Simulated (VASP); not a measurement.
Calculation: PBEsol GGA, VASP's PBE PAW potentials (set 64) (plane waves; VASP).

VASP input:

POSCAR:
```
GaSb(110) slab
6.1156010
  0.9999999757   0.0000000000   0.0000000000
  0.0000000000   0.7071067041   0.0000000000
  0.0000000000   0.0000000000   4.5803366102
Ga Sb
6 6
Cartesian
  0.9409559736   0.0000000000   3.0894577361
  0.5225438009   0.3535533521   2.8378429827
  0.0167097135   0.0000000000   2.4585972875
  0.5167097014   0.3535533521   2.1217393226
  0.0225438131   0.0000000000   1.7424936274
  0.4409559857   0.3535533521   1.4908788740
  0.2704934824   0.0000000000   2.8137064460
  0.7334523624   0.3535533521   3.2208063260
  0.2658446004   0.0000000000   2.1045960818
  0.7658445883   0.3535533521   2.4757405283
  0.2334523745   0.0000000000   1.3595302842
  0.7704934703   0.3535533521   1.7666301642
```

### INCAR
```
SYSTEM = GaSb(110) slab
PREC = Normal; ENCUT = 400; LREAL = .FALSE.
LASPH = .TRUE.
EDIFF = 1E-6; NELM = 100; NELMIN = 4
ALGO = Normal; LMAXMIX = 4
ISMEAR = 0; SIGMA = 0.05
GGA = PS
LWAVE = .FALSE.; LCHARG = .FALSE.; LORBIT = 11
LVHAR = .TRUE.
DIPOL = 0.5 0.5 0.5
LDIPOL = .TRUE.; IDIPOL = 3
```

### KPOINTS
```
Automatic mesh
0
Gamma
4 5 1
0 0 0
```

POTCAR, in this order: Ga_d Sb (PBE.64 set). Program: vasp_std. Read from the step before: WAVECAR.

The run wrote:

### OSZICAR
```
       N       E                     dE             d eps       ncg     rms          rms(c)
DAV:   1    -0.469656523204E+02   -0.46966E+02   -0.10098E-05  1368   0.420E-02    0.253E-03
DAV:   2    -0.469656521851E+02    0.13534E-06   -0.22453E-06   904   0.213E-02    0.120E-03
DAV:   3    -0.469656521555E+02    0.29606E-07   -0.81979E-07   728   0.594E-03    0.538E-04
DAV:   4    -0.469656521757E+02   -0.20209E-07   -0.27005E-07   720   0.631E-03
   1 F= -.46965652E+02 E0= -.46965652E+02  d E =-.285161E-10
```

File OUTCAR:
```
------------------------ aborting loop because EDIFF is reached ----------------------------------------
  FORCE on cell =-STRESS in cart. coord.  units (eV):
  Direction    XX          YY          ZZ          XY          YZ          ZX
  --------------------------------------------------------------------------------------
  Total       -1.6640013     -1.9432136     -0.6501962      0.0000000      0.0000000      0.0000000
  in kB       -3.5988560     -4.2027287     -1.4062264      0.0000000      0.0000000      0.0000000
  external PRESSURE =      -3.0692704 kB  Pullay stress =       0.0000000 kB
  volume of cell :      740.80
      direct lattice vectors                 reciprocal lattice vectors
     6.115600852  0.000000000  0.000000000     0.163516231  0.000000000  0.000000000
     0.000000000  4.324382467  0.000000000     0.000000000  0.231246891  0.000000000
     0.000000000  0.000000000 28.011511153     0.000000000  0.000000000  0.035699609
 POSITION                                       TOTAL-FORCE (eV/Angst)
 -----------------------------------------------------------------------------------
      5.75451      0.00000     18.89389         0.013269      0.000000     -0.012073
      3.19567      2.16219     17.35512        -0.009259      0.000000      0.007558
      0.10219      0.00000     15.03580        -0.000222      0.000000      0.002581
      3.15999      2.16219     12.97571        -0.000222      0.000000     -0.002581
      0.13787      0.00000     10.65640        -0.009259      0.000000     -0.007558
      2.69671      2.16219      9.11762         0.013269      0.000000      0.012073
      1.65423      0.00000     17.20751         0.003789      0.000000     -0.003689
      4.48550      2.16219     19.69717        -0.002134      0.000000     -0.014798
      1.62580      0.00000     12.87087        -0.005444      0.000000      0.002116
      4.68360      2.16219     15.14064        -0.005444      0.000000     -0.002116
      1.42770      0.00000      8.31434        -0.002134      0.000000      0.014798
      4.71203      2.16219     10.80401         0.003789      0.000000      0.003689
 -----------------------------------------------------------------------------------
    total drift:                               -0.004499      0.000000      0.000060
  FREE ENERGIE OF THE ION-ELECTRON SYSTEM (eV)
  ---------------------------------------------------
  free  energy   TOTEN  =       -46.9656521757 eV

  energy  without entropy=      -46.9656521756  energy(sigma->0) =      -46.96565218

 total charge

# of ion       s       p       d       tot
------------------------------------------
    1        0.976   0.649   9.950  11.575
    2        0.909   0.745   9.963  11.617
    3        0.911   0.759   9.962  11.631
    4        0.911   0.759   9.962  11.631
    5        0.909   0.745   9.963  11.617
    6        0.976   0.649   9.950  11.575
    7        1.134   1.331   0.027   2.492
    8        1.183   1.258   0.022   2.463
    9        1.133   1.329   0.028   2.490
   10        1.133   1.329   0.028   2.490
   11        1.183   1.258   0.022   2.463
   12        1.134   1.331   0.027   2.492
--------------------------------------------------
tot         12.492  12.142  59.904  84.538
```
(Selected blocks of OUTCAR.)

The cell is a thin slab with vacuum, built from GaSb (zinc blende): (110) face.
